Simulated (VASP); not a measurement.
Input for VASP

**INCAR**
```
SYSTEM = PtAl2
PREC = Accurate
ENCUT = 400
EDIFF = 1E-6
NELM = 100
ALGO = Normal
LREAL = .FALSE.
LASPH = .TRUE.
ISMEAR = 1
SIGMA = 0.1
GGA = PE
LMAXMIX = 6
LWAVE = .FALSE.
LCHARG = .FALSE.
ISIF = 2
LEPSILON = .TRUE.
```

### KPOINTS
```
Automatic mesh
0
Gamma
7 7 7
0 0 0
```

### POSCAR
```
PtAl2
1
    0.0000000000     3.0141000000     3.0141000000
    3.0141000000     0.0000000000     3.0141000000
    3.0141000000     3.0141000000     0.0000000000
Al Pt
2 1
Direct
  0.2500000000   0.2500000000   0.2500000000
  0.7500000000   0.7500000000   0.7500000000
  0.0000000000   0.0000000000   0.0000000000
```

POTCAR, in this order: Al Pt (PBE.64 set). Program: vasp_std.

Output

standard output:
```
...
 dielectric tensor                  component  2 :     8.911    26.435    -3.501
 Linear response to external field (no local field effect), progress :
  Direction:   3
       N       E                     dE             d eps       ncg     rms          rms(c)
RMM:   1    -0.561669691359E+01   -0.56167E+01   -0.45732E+01   925   0.485E+00
RMM:   2    -0.581167894072E+01   -0.19498E+00   -0.32007E-02   770   0.759E-01
RMM:   3    -0.581243025141E+01   -0.75131E-03   -0.63888E-04   798   0.964E-02
RMM:   4    -0.581244517419E+01   -0.14923E-04   -0.14938E-05   816   0.154E-02
RMM:   5    -0.581244560999E+01   -0.43580E-06    0.28759E-07   681   0.286E-03
 change of polarisation eV/A/(eV/A) component  3 :    -0.964    -1.060    11.625
 dielectric tensor                  component  3 :    -3.184    -3.501    39.411
 Linear response to external field, progress :
  Direction:   1
       N       E                     dE             d eps       ncg     rms          rms(c)
RMM:   1    -0.439423682320E+01   -0.43942E+01   -0.33054E+01  1867   0.541E+00
RMM:   2    -0.460132987061E+01   -0.20709E+00   -0.28306E-02  1536   0.831E-01    0.167E+00
RMM:   3    -0.444011308040E+01    0.16122E+00   -0.28068E-01  1466   0.329E+00    0.697E-01
RMM:   4    -0.445022607715E+01   -0.10113E-01   -0.10206E-01  1569   0.189E+00    0.259E-01
RMM:   5    -0.446840600543E+01   -0.18180E-01   -0.69926E-03  1556   0.632E-01    0.640E-02
RMM:   6    -0.446967812139E+01   -0.12721E-02   -0.13038E-03  1585   0.215E-01    0.143E-02
RMM:   7    -0.446987714854E+01   -0.19903E-03   -0.26165E-05  1601   0.414E-02    0.287E-03
RMM:   8    -0.447006148127E+01   -0.18433E-03   -0.12941E-05  1616   0.740E-03    0.122E-03
RMM:   9    -0.447007797424E+01   -0.16493E-04   -0.11855E-06  1330   0.133E-03    0.751E-04
RMM:  10    -0.447007046922E+01    0.75050E-05   -0.14203E-06  1465   0.228E-03    0.111E-04
RMM:  11    -0.447006906907E+01    0.14001E-05   -0.62274E-07   557   0.447E-04    0.584E-05
RMM:  12    -0.447006939063E+01   -0.32156E-06   -0.45001E-07   448   0.553E-04    0.840E-06
 change of polarisation eV/A/(eV/A) component  1 :     8.822     0.966    -0.400
 dielectric tensor                  component  1 :    30.151     3.191    -1.322
 Linear response to external field, progress :
  Direction:   2
       N       E                     dE             d eps       ncg     rms          rms(c)
RMM:   1    -0.439392452747E+01   -0.43939E+01   -0.33051E+01  1871   0.541E+00
RMM:   2    -0.460132614680E+01   -0.20740E+00   -0.28336E-02  1523   0.834E-01    0.167E+00
RMM:   3    -0.444021277749E+01    0.16111E+00   -0.28204E-01  1459   0.329E+00    0.697E-01
RMM:   4    -0.445024345763E+01   -0.10031E-01   -0.10240E-01  1577   0.189E+00    0.259E-01
RMM:   5    -0.446840055664E+01   -0.18157E-01   -0.70600E-03  1559   0.633E-01    0.643E-02
RMM:   6    -0.446967902996E+01   -0.12785E-02   -0.13232E-03  1587   0.217E-01    0.144E-02
RMM:   7    -0.446989356265E+01   -0.21453E-03   -0.29585E-05  1596   0.440E-02    0.218E-03
RMM:   8    -0.447007379090E+01   -0.18023E-03   -0.43090E-06  1620   0.688E-03    0.120E-03
RMM:   9    -0.447006495991E+01    0.88310E-05   -0.39166E-06  1597   0.341E-03    0.279E-04
RMM:  10    -0.447006582046E+01   -0.86055E-06   -0.37645E-06  1006   0.831E-04    0.910E-05
 change of polarisation eV/A/(eV/A) component  2 :     0.833     8.822    -0.498
 dielectric tensor                  component  2 :     2.751    30.151    -1.644
 Linear response to external field, progress :
  Direction:   3
       N       E                     dE             d eps       ncg     rms          rms(c)
RMM:   1    -0.439409725336E+01   -0.43941E+01   -0.33053E+01  1871   0.541E+00
RMM:   2    -0.460132796657E+01   -0.20723E+00   -0.28303E-02  1534   0.832E-01    0.167E+00
RMM:   3    -0.444013486730E+01    0.16119E+00   -0.28116E-01  1460   0.329E+00    0.697E-01
RMM:   4    -0.445023916001E+01   -0.10104E-01   -0.10234E-01  1577   0.189E+00    0.259E-01
RMM:   5    -0.446841067592E+01   -0.18172E-01   -0.70421E-03  1560   0.633E-01    0.643E-02
RMM:   6    -0.446967774297E+01   -0.12671E-02   -0.13189E-03  1587   0.217E-01    0.144E-02
RMM:   7    -0.446989332069E+01   -0.21558E-03   -0.28912E-05  1599   0.438E-02    0.218E-03
RMM:   8    -0.447007308106E+01   -0.17976E-03   -0.30399E-06  1616   0.685E-03    0.121E-03
RMM:   9    -0.447006828610E+01    0.47950E-05    0.13272E-06  1543   0.276E-03    0.451E-04
RMM:  10    -0.447006667726E+01    0.16088E-05    0.90208E-07  1299   0.136E-03    0.878E-05
RMM:  11    -0.447006678509E+01   -0.10782E-06    0.49943E-08   559   0.392E-04    0.541E-05
 change of polarisation eV/A/(eV/A) component  3 :    -0.488     0.823     8.822
 dielectric tensor                  component  3 :    -1.613     2.721    30.151
 Born effective charges drift removed
```

File OUTCAR:
```
------------------------ aborting loop because EDIFF is reached ----------------------------------------

 HEAD OF MICROSCOPIC STATIC DIELECTRIC TENSOR (INDEPENDENT PARTICLE, excluding Hartree and local field effects)
 ------------------------------------------------------
          31.412316     0.000000     0.000000
           0.000000    31.412316     0.000000
           0.000000     0.000000    31.412316
 ------------------------------------------------------

 MACROSCOPIC STATIC DIELECTRIC TENSOR (including local field effects in DFT)
 ------------------------------------------------------
          30.150867     0.000000     0.000000
          -0.000000    30.150867     0.000000
           0.000000     0.000000    30.150867
 ------------------------------------------------------

 PIEZOELECTRIC TENSOR (including local field effects)  for field in x, y, z        (e  Angst)
          XX          YY          ZZ          XY          YZ          ZX
  --------------------------------------------------------------------------------
  x     0.00000     0.00000     0.00000     0.00000     0.00000     0.00000
  y     0.00000     0.00000     0.00000     0.00000     0.00000     0.00000
  z     0.00000     0.00000     0.00000     0.00000     0.00000     0.00000

 PIEZOELECTRIC TENSOR (including local field effects)  for field in x, y, z        (C/m^2)
          XX          YY          ZZ          XY          YZ          ZX
  --------------------------------------------------------------------------------
  x     0.00000     0.00000     0.00000     0.00000     0.00000     0.00000
  y     0.00000     0.00000     0.00000     0.00000     0.00000     0.00000
  z     0.00000     0.00000     0.00000     0.00000     0.00000     0.00000

 BORN EFFECTIVE CHARGES (including local field effects) (in |e|, cummulative output)
 ---------------------------------------------------------------------------------
 ion    1
    1     2.87878     0.00000     0.00000
    2     0.00000     2.87878     0.00000
    3     0.00000     0.00000     2.87878
 ion    2
    1     2.87878     0.00000     0.00000
    2     0.00000     2.87878     0.00000
    3     0.00000     0.00000     2.87878
 ion    3
    1    -5.75756     0.00000     0.00000
    2     0.00000    -5.75756     0.00000
    3     0.00000     0.00000    -5.75756
```
(Selected blocks of OUTCAR.)

Read input and log: which fault does this run have?
A) LEPSILON was set for a metal
B) simple mixing (IMIX = 1) with AMIX above 1 overshoots
C) LDA potentials were taken and GGA is not set, so the run is LDA and not PBE
D) the mesh has unequal divisions along equivalent axes and breaks the lattice's symmetry

A, LEPSILON was set for a metal. The run ends without an error. Against the sound run, the energy per atom (σ→0) stays essentially unchanged; the pressure hardly moves.

To mend it, drop LEPSILON, since a metal has no finite static dielectric tensor or Born charges. The plain static run on this cell (PBE GGA, plane waves, VASP's PBE PAW potentials (set 64)) converges, and its OSZICAR ends with
```
   1 F= -.16207694E+02 E0= -.16207652E+02  d E =-.127792E-03
```

The compound is PtAl2 in the fluorite structure. The cell was not relaxed at this level.
